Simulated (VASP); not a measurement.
## Quasiparticle energies of BAs in VASP

Wanted: how far GW moves the Kohn-Sham levels of BAs. The cell is of the zinc-blende type, one of the forms listed for this formula. The start is a cell from a database of measured crystal structures.

Main program and level: VASP 6.6.1; PBE; plane waves and PAW (B_GW, As_GW), in the first sound run; inputs show where later runs differ.

## (1) Starting point

It takes space group F-43m (No. 216, cubic). The conventional cell has a = 4.777 Å, b = 4.777 Å, c = 4.777 Å, α = 90.00°, β = 90.00°, γ = 90.00°. Nearest to B lie 4 As at 2.07 Å. Nearest to As lie 4 B at 2.07 Å. Farther neighbours are not listed.

## (2) Empty bands

The next step needs empty bands that the ground-state run didn't converge, so the Hamiltonian is diagonalised exactly for NBANDS bands, in a single step. LOPTICS writes the k-derivatives of the orbitals (WAVEDER), which give the long-wavelength limit of the screening.

INCAR reads:

```
SYSTEM = BAs
PREC = Accurate
ENCUT = 340
ISMEAR = 0
SIGMA = 0.01
LREAL = .FALSE.
GGA = PE
NBANDS = 64
ALGO = Exact
NELM = 1
LWAVE = .TRUE.
LCHARG = .FALSE.
LOPTICS = .TRUE.
NEDOS = 1000
CSHIFT = 0.1
```

POSCAR reads:

```
BAs
1.0
    0.0000000000      2.3885000000      2.3885000000
    2.3885000000      0.0000000000      2.3885000000
    2.3885000000      2.3885000000      0.0000000000
B As
1 1
Direct
    0.0000000000      0.0000000000      0.0000000000
    0.2500000000      0.2500000000      0.2500000000
```

KPOINTS reads:

```
Automatic mesh
0
Gamma
6 6 6
0 0 0
```

PAW data sets: B_GW and As_GW (PBE family, release 64).

Command:

```sh
$ mpirun -np 8 vasp_std
```

The log of the run:

```text
[banner, memory and clock lines left out]
running    8 mpi-ranks, on    1 nodes
 distrk:  each k-point on    8 cores,    1 groups
 distr:  one band on    1 cores,    8 groups

 POSCAR found type information on POSCAR B As
 POSCAR found :  2 types and       2 ions
|                                                                             |
|           W    W    AA    RRRRR   N    N  II  N    N   GGGG   !!!           |
|           W    W   A  A   R    R  NN   N  II  NN   N  G    G  !!!           |
|           W    W  A    A  R    R  N N  N  II  N N  N  G       !!!           |
|           W WW W  AAAAAA  RRRRR   N  N N  II  N  N N  G  GGG   !            |
|           WW  WW  A    A  R   R   N   NN  II  N   NN  G    G                |
|           W    W  A    A  R    R  N    N  II  N    N   GGGG   !!!           |
|                                                                             |
|     For optimal performance we recommend to set                             |
|       NCORE = 2 up to number-of-cores-per-socket                            |
|     NCORE specifies how many cores store one orbital (NPAR=cpu/NCORE).      |
|     This setting can greatly improve the performance of VASP for DFT.       |
|     The default, NCORE=1 might be grossly inefficient on modern             |
|     multi-core architectures or massively parallel machines. Do your        |
|     Unfortunately you need to use the default for GW and RPA                |
|     calculations (for HF NCORE is supported but not extensively tested      |
|     yet).                                                                   |
|                                                                             |

 LDA part: xc-table for (Slater+PW92), standard interpolation
 found WAVECAR, reading the header
  number of bands has changed, file:    10 present:    64
  trying to continue reading WAVECAR, but it might fail
 POSCAR, INCAR and KPOINTS ok, starting setup
 FFT: planning ... GRIDC
 FFT: planning ... GRID_SOFT
 FFT: planning ... GRID
 reading WAVECAR
 random initialization beyond band           10
 the WAVECAR file was read successfully
 initial charge from wavefunction
 entering main loop
       N       E                     dE             d eps       ncg     rms          rms(c)
DIA:   1    -0.113813020635E+02   -0.11381E+02    0.00000E+00     0   0.000E+00
   1 F= -.11381302E+02 E0= -.11381302E+02  d E =-.464386E-73
 writing wavefunctions
 optical routines
 imaginary and real dielectric function
 recalculating local potential from charge density
 direction            1
 direction            2
 direction            3
```

Run time: 2.4 s. Hardware: 8 MPI ranks of Intel Xeon 6975P-C (Granite Rapids), shared host; peak memory 0.85 GiB.

The logs omit lines about the potential files and the build; timing stands in the text.

OUTCAR, selected parts (step 2):

```text
ion  position               nearest neighbor table
   1  0.000  0.000  0.000-   2 2.07   2 2.07   2 2.07   2 2.07
   2  0.250  0.250  0.250-   1 2.07   1 2.07   1 2.07   1 2.07

  LATTYP: Found a face centered cubic cell.
 ALAT       =     4.7770000000

 Subroutine GETGRP returns: Found 24 space group operations
 (whereof 24 operations were pure point group operations)

The static configuration has the point symmetry T_d .

 Found     16 irreducible k-points:

   k-points           NKPTS =     16   k-points in BZ     NKDIM =     16   number of bands    NBANDS=     64

   dimension x,y,z NGX =    20 NGY =   20 NGZ =   20
   dimension x,y,z NGXF=    40 NGYF=   40 NGZF=   40

   ENCUT  =  340.0 eV  24.99 Ry    5.00 a.u.   5.08  5.08  5.08*2*pi/ulx,y,z

   NELECT =       8.0000    total number of electrons

 k-points in reciprocal lattice and weights: Automatic mesh
   0.00000000  0.00000000  0.00000000       0.005
   0.16666667  0.00000000  0.00000000       0.037
   0.33333333  0.00000000  0.00000000       0.037
   0.50000000  0.00000000  0.00000000       0.019
   0.16666667  0.16666667  0.00000000       0.028
   0.33333333  0.16666667  0.00000000       0.111
   0.50000000  0.16666667  0.00000000       0.111
  -0.33333333  0.16666667  0.00000000       0.111
  -0.16666667  0.16666667  0.00000000       0.056
[...]
-0.33333333  0.33333333  0.16666667       0.111
  -0.33333333  0.50000000  0.16666667       0.056

 average (electrostatic) potential at core
       1 -26.7438       2 -48.7402

 E-fermi :   6.3005

 k-point     1 :       0.0000    0.0000    0.0000
  band No.  band energies     occupation
      1      -9.2365      2.00000
      2       6.1743      2.00000
      3       6.1743      2.00000
      4       6.1743      2.00000
      5       9.4405      0.00000
      6       9.4405      0.00000
      7       9.4405      0.00000
      8      10.8291      0.00000
      9      15.7380      0.00000
    ...

 k-point     2 :       0.1667    0.0000    0.0000
  band No.  band energies     occupation
      1      -8.7832      2.00000
      2       3.2123      2.00000
      3       5.4914      2.00000
      4       5.4914      2.00000
      5       9.4592      0.00000
      6      10.3277      0.00000
      7      10.3277      0.00000
      8      12.8060      0.00000
      9      17.1582      0.00000
    ...

 k-point     3 :       0.3333    0.0000    0.0000
  band No.  band energies     occupation
      1      -7.5163      2.00000
      2      -0.5728      2.00000
      3       4.6567      2.00000
      4       4.6567      2.00000
      5       9.0191      0.00000
      6      10.9931      0.00000
      7      10.9931      0.00000
      8      14.8480      0.00000
      9      17.6522      0.00000
    ...

  Total        0.4972373      0.4972373      0.4972373      0.0000000      0.0000000     -0.0000000
  in kB       29.2326764     29.2326764     29.2326764      0.0000000      0.0000000     -0.0000000
  external PRESSURE =      29.2326764 kB  Pullay stress =       0.0000000 kB

  energy-cutoff  :      340.00
  volume of cell :       27.25
      direct lattice vectors                 reciprocal lattice vectors
     0.000000000  2.388500000  2.388500000    -0.209336404  0.209336404  0.209336404
     2.388500000  0.000000000  2.388500000     0.209336404 -0.209336404  0.209336404
     2.388500000  2.388500000  0.000000000     0.209336404  0.209336404 -0.209336404

 POSITION                                       TOTAL-FORCE (eV/Angst)
 -----------------------------------------------------------------------------------
      0.00000      0.00000      0.00000        -0.000000     -0.000000     -0.000000
      1.19425      1.19425      1.19425         0.000000      0.000000      0.000000
 -----------------------------------------------------------------------------------
    total drift:                                0.000001      0.000001      0.000000

  FREE ENERGIE OF THE ION-ELECTRON SYSTEM (eV)
  ---------------------------------------------------
  free  energy   TOTEN  =       -11.3813020635 eV

  energy  without entropy=      -11.3813020635  energy(sigma->0) =      -11.38130206

 plasma frequency squared (from intraband transitions) (eV^2)
  --------------------------------------------------------------------------------------
       0.000      -0.000      -0.000
       0.000       0.000      -0.000
       0.000       0.000       0.000

[... 3 further parts left out ...]
```

The gap is read on the k-mesh alone, so it is an upper bound where the band edges lie off the mesh.

A gap read on the k-mesh alone can miss the band edges.

Numbers from this step:

```
gap on the k-mesh              : 1.265 eV
least direct gap on the k-mesh : 3.266 eV
```

WAVECAR now holds 64 bands for 8 electrons. Its independent-particle dielectric tensor has xx, yy, zz = 11.6, 11.6, 11.6 on this mesh, which isn't tested for convergence in mesh or bands and lacks local fields.

## (3) G0W0, ENCUTGW 100, bands in the sums 64

This step: G0W0 on PBE; plane waves and PAW (B_GW, As_GW) (VASP 6.6.1).

One pass of GW corrects the levels to first order, with G and W from the starting orbitals.

INCAR reads:

```
SYSTEM = BAs
PREC = Accurate
ENCUT = 340
ISMEAR = 0
SIGMA = 0.01
LREAL = .FALSE.
GGA = PE
NBANDS = 64
ALGO = EVGW0
NELMGW = 1
ENCUTGW = 100
NOMEGA = 48
PRECFOCK = Fast
NBANDSGW = 16
LWAVE = .FALSE.
LCHARG = .FALSE.
```

POSCAR is that of step 2.

KPOINTS is that of step 2.

Command:

```sh
$ mpirun -np 8 vasp_std
```

The log of the run:

```text
[banner, memory and clock lines left out]
running    8 mpi-ranks, on    1 nodes
 distrk:  each k-point on    8 cores,    1 groups
 distr:  one band on    1 cores,    8 groups

 POSCAR found type information on POSCAR B As
 POSCAR found :  2 types and       2 ions
 [... a notice as in an earlier step ...]

|                                                                             |
|           W    W    AA    RRRRR   N    N  II  N    N   GGGG   !!!           |
|           W    W   A  A   R    R  NN   N  II  NN   N  G    G  !!!           |
|           W    W  A    A  R    R  N N  N  II  N N  N  G       !!!           |
|           W WW W  AAAAAA  RRRRR   N  N N  II  N  N N  G  GGG   !            |
|           WW  WW  A    A  R   R   N   NN  II  N   NN  G    G                |
|           W    W  A    A  R    R  N    N  II  N    N   GGGG   !!!           |
|                                                                             |
|     The default for ENCUTGWSOFT is different in this version of VASP.       |
|     please manually set ENCUTGWSOFT =100 in the INCAR file.                 |
|                                                                             |

 LDA part: xc-table for (Slater+PW92), standard interpolation
 found WAVECAR, reading the header
 POSCAR, INCAR and KPOINTS ok, starting setup
 FFT: planning ... GRIDC
 FFT: planning ... GRID_SOFT
 FFT: planning ... GRID
 reading WAVECAR
 the WAVECAR file was read successfully
 initial charge from wavefunction
 available memory per node:     31.53 GB, setting MAXMEM to     32286

 The Fermi energy was updated, please check that it is located mid-gap
 values below the HOMO (VB) or above the LUMO (CB) will cause erroneous energies
 E-fermi :   6.8067

 calculate exact exchange contribution
 the WAVEDER file was read successfully
energies w=
    0.000    0.000    0.531    0.000    1.059    0.000    1.583    0.000
    2.102    0.000    2.612    0.000    3.114    0.000    3.607    0.000
    4.091    0.000    4.566    0.000    5.032    0.000    5.490    0.000
    5.943    0.000    6.389    0.000    6.832    0.000    7.273    0.000
    7.713    0.000    8.155    0.000    8.600    0.000    9.050    0.000
    9.508    0.000    9.977    0.000   10.458    0.000   10.956    0.000
   11.474    0.000   12.017    0.000   12.588    0.000   13.194    0.000
   13.842    0.000   14.540    0.000   15.297    0.000   16.127    0.000
   17.043    0.000   18.066    0.000   19.220    0.000   20.538    0.000
   22.064    0.000   23.856    0.000   25.998    0.000   28.609    0.000
   31.866    0.000   36.048    0.000   41.615    0.000   49.383    0.000
   60.958    0.000   79.992    0.000  116.958    0.000  219.086    0.000
 responsefunction array rank=      72
 LDA part: xc-table for (Slater+PW92), standard interpolation

 min. memory requirement per mpi rank     79.7 MB, per node    637.7 MB

 allocating   6 responsefunctions rank=    72
 shmem allocating  48 responsefunctions rank=    72
 response function shared by NCSHMEM nodes    1
 Doing            6  frequencies on each core in blocks of           48
NQ=   1    0.0000    0.0000    0.0000,
|.........|.........|.........|.........|.........|.........|.........|.........
 performed        136000 updates of chi_q(r,r)
 total number of BLAS operations          3.80 Gflops
NQ=   2    0.1667    0.0000    0.0000,
|.........|.........|.........|.........|.........|.........|.........|.........
 performed        411000 updates of chi_q(r,r)
 total number of BLAS operations         12.28 Gflops
NQ=   3    0.3333    0.0000    0.0000,
|.........|.........|.........|.........|.........|.........|.........|.........
 performed        686000 updates of chi_q(r,r)
 total number of BLAS operations         21.31 Gflops
NQ=   4    0.5000    0.0000    0.0000,
|.........|.........|.........|.........|.........|.........|.........|.........
 performed        912000 updates of chi_q(r,r)
 total number of BLAS operations         30.19 Gflops
NQ=   5    0.1667    0.1667    0.0000,
|.........|.........|.........|.........|.........|.........|.........|.........
 performed       1187000 updates of chi_q(r,r)
 total number of BLAS operations         38.13 Gflops
NQ=   6    0.3333    0.1667    0.0000,
|.........|.........|.........|.........|.........|.........|.........|.........
 performed       1638000 updates of chi_q(r,r)
 total number of BLAS operations         52.48 Gflops
NQ=   7    0.5000    0.1667    0.0000,
|.........|.........|.........|.........|.........|.........|.........|.........
 performed       2089000 updates of chi_q(r,r)
 total number of BLAS operations         65.93 Gflops
NQ=   8   -0.3333    0.1667    0.0000,
|.........|.........|.........|.........|.........|.........|.........|.........
 performed       2540000 updates of chi_q(r,r)
 total number of BLAS operations         79.38 Gflops
NQ=   9   -0.1667    0.1667    0.0000,
|.........|.........|.........|.........|.........|.........|.........|.........
 performed       2926000 updates of chi_q(r,r)
 total number of BLAS operations         90.88 Gflops
NQ=  10    0.3333    0.3333    0.0000,
|.........|.........|.........|.........|.........|.........|.........|.........
 performed       3201000 updates of chi_q(r,r)
 total number of BLAS operations         98.82 Gflops
NQ=  11    0.5000    0.3333    0.0000,
|.........|.........|.........|.........|.........|.........|.........|.........
 performed       3652000 updates of chi_q(r,r)
 total number of BLAS operations        112.27 Gflops
NQ=  12   -0.3333    0.3333    0.0000,
|.........|.........|.........|.........|.........|.........|.........|.........
 performed       4038000 updates of chi_q(r,r)
 total number of BLAS operations        124.54 Gflops
NQ=  13    0.5000    0.5000    0.0000,
|.........|.........|.........|.........|.........|.........|.........|.........
 performed       4235000 updates of chi_q(r,r)
 total number of BLAS operations        131.02 Gflops
NQ=  14    0.5000    0.3333    0.1667,
|.........|.........|.........|.........|.........|.........|.........|.........
 performed       4748000 updates of chi_q(r,r)
 total number of BLAS operations        146.81 Gflops
NQ=  15   -0.3333    0.3333    0.1667,
|.........|.........|.........|.........|.........|.........|.........|.........
 performed       5228000 updates of chi_q(r,r)
 total number of BLAS operations        161.58 Gflops
NQ=  16   -0.3333    0.5000    0.1667,
|.........|.........|.........|.........|.........|.........|.........|.........
 performed       5616000 updates of chi_q(r,r)
 total number of BLAS operations        173.53 Gflops
 resolving degeneracies of screened two electron integrals

 calculate QP shifts <psi_nk| G(iteration)W_0 |psi_nk>: iteration 1
 entering main loop
```

Elapsed: 19 s, on 8 MPI ranks; peak memory 1.1 GiB; 2.2 min of CPU time.

From OUTCAR (step 3):

```text
The static configuration has the point symmetry T_d .

 Found     16 irreducible k-points:

   k-points           NKPTS =     16   k-points in BZ     NKDIM =    216   number of bands    NBANDS=     64

   NELECT =       8.0000    total number of electrons

 E-fermi :   6.8067

 QP shifts <psi_nk| G(iteration)W_0 |psi_nk>: iteration 1
 for sc-GW calculations column KS-energies equals QP-energies in previous step
 and V_xc(KS)=  KS-energies - (<T + V_ion + V_H > + <T+V_H+V_ion>^1  + <V_x>^1)
 k-point   1 :       0.0000    0.0000    0.0000
  band No.  KS-energies  QP-energies   sigma(KS)   V_xc(KS)     V^pw_x(r,r')   Z            occupation Imag(sigma)
      1      -9.2365      -9.8759     -12.5714     -11.6549     -19.6016       0.6976       2.0000       1.2439
      2       6.1743       5.8598     -12.9853     -12.5865     -13.9902       0.7886       2.0000       0.0626
      3       6.1743       5.8598     -12.9853     -12.5865     -13.9902       0.7886       2.0000       0.0626
      4       6.1743       5.8598     -12.9853     -12.5865     -13.9902       0.7886       2.0000       0.0626
      5       9.4405       9.8906     -10.8164     -11.3898      -6.7578       0.7849       0.0000      -0.0744
      6       9.4405       9.8906     -10.8164     -11.3898      -6.7578       0.7849       0.0000      -0.0744
      7       9.4405       9.8906     -10.8164     -11.3898      -6.7578       0.7849       0.0000      -0.0744
      8      10.8291      11.5852     -11.6246     -12.6195      -6.6662       0.7599       0.0000      -0.1111
    ...

 k-point   2 :       0.1667    0.0000    0.0000
  band No.  KS-energies  QP-energies   sigma(KS)   V_xc(KS)     V^pw_x(r,r')   Z            occupation Imag(sigma)
      1      -8.7832      -9.4136     -12.5918     -11.6950     -19.4607       0.7029       2.0000       1.1914
      2       3.2123       2.7663     -12.6245     -12.0461     -14.5714       0.7712       2.0000       0.0943
      3       5.4914       5.1539     -12.8327     -12.4031     -14.0149       0.7858       2.0000       0.0663
      4       5.4914       5.1539     -12.8327     -12.4031     -14.0149       0.7858       2.0000       0.0663
      5       9.4592       9.9540     -10.9976     -11.6312      -6.7505       0.7810       0.0000      -0.0807
      6      10.3277      10.8013     -10.9389     -11.5471      -6.6000       0.7785       0.0000      -0.0865
      7      10.3277      10.8013     -10.9389     -11.5471      -6.6000       0.7785       0.0000      -0.0865
      8      12.8060      13.4236     -11.4138     -12.2357      -6.0004       0.7514       0.0000      -0.1611
    ...

 k-point   3 :       0.3333    0.0000    0.0000
  band No.  KS-energies  QP-energies   sigma(KS)   V_xc(KS)     V^pw_x(r,r')   Z            occupation Imag(sigma)
      1      -7.5163      -8.1017     -12.6666     -11.8490     -19.0884       0.7161       2.0000       1.0305
      2      -0.5728      -1.1492     -12.4044     -11.6200     -16.0098       0.7348       2.0000       0.2403
      3       4.6567       4.2696     -12.8228     -12.3271     -14.3613       0.7810       2.0000       0.0765
      4       4.6567       4.2696     -12.8228     -12.3271     -14.3613       0.7810       2.0000       0.0765
      5       9.0191       9.4824     -11.0238     -11.6158      -6.8115       0.7825       0.0000      -0.0798
      6      10.9931      11.4258     -10.6226     -11.1792      -5.9786       0.7773       0.0000      -0.1031
      7      10.9931      11.4258     -10.6226     -11.1792      -5.9786       0.7773       0.0000      -0.1031
      8      14.8480      15.2539     -10.2873     -10.8306      -4.1423       0.7472       0.0000      -0.2668
    ...

[... 7 parts as in an earlier step ...]

[... 5 further parts left out ...]
```

This step gave:

- quasiparticle gap on the mesh: 1.782 eV
- smallest direct quasiparticle gap on the mesh: 4.031 eV
- gap of the starting orbitals on the mesh: 1.265 eV

GW takes the gap from 1.265 to 1.782 eV. Spin-orbit coupling is left out. The value holds for 64 bands, ENCUTGW = 100 eV and this mesh, and isn't shown to be converged in them.

(Part 1 of 3 ends here.)

[Lines on the potential files, build, host, timing and source positions are cut from VASP's logs without a mark.]

[Logs are printed without paths, hosts, clocks, repeated set-up lines and the standing remarks that a program may print on its own settings, such as how far it seeks lower states.]

[Hosts, paths, dates, database ids (printed as entryN), source tags and the programs' standing remarks are cut or masked in the printed files.]

[Pressures printed for these runs are not shown converged in the cutoff: they can be off by several GPa and have the wrong sign.]
